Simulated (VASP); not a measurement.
A run of VASP 6.6.1:

The input INCAR:

```
PREC = Accurate
ENCUT = 520
EDIFF = 1E-6
ISMEAR = 0
SIGMA = 0.1
LREAL = False
LASPH = True
NELM = 80
ALGO = Normal
ISIF = 2
LWAVE = False
LCHARG = True
GGA = PE
LELF = True
LVHAR = True
NBANDS = 28
```

The input KPOINTS:

```
Automatic mesh
0
Gamma
  10 10 10
```

File POSCAR:

```
TaF4
1.0
    0.0000000000      3.0320899593      3.0320899593
    3.0320899593      0.0000000000      3.0320899593
    3.0320899593      3.0320899593      0.0000000000
Ta F
1 4
Direct
    0.5000000000      0.5000000000      0.5000000000
    0.3751102299      0.8749632567      0.8749632567
    0.8749632567      0.3751102299      0.8749632567
    0.8749632567      0.8749632567      0.3751102299
    0.8749632567      0.8749632567      0.8749632567
```

Potentials or basis: VASP PAW PBE potentials, release 64 (Ta_pv, F).

The run is started by

```sh
$ cat potpaw_PBE.64/Ta_pv/POTCAR potpaw_PBE.64/F/POTCAR > POTCAR
$ mpirun -np 1 vasp_std > vasp.out
```

Hardware: 1 thread of Intel(R) Xeon(R) Platinum 8488C (Sapphire Rapids), on a shared host.

**Question.** How long does it take, and how much memory?

**Answer.** Wall time 70 s on 1 thread of Intel(R) Xeon(R) Platinum 8488C (Sapphire Rapids), on a shared host, peak memory 0.2 GiB. Counts: scf iterations 20, k points 47.
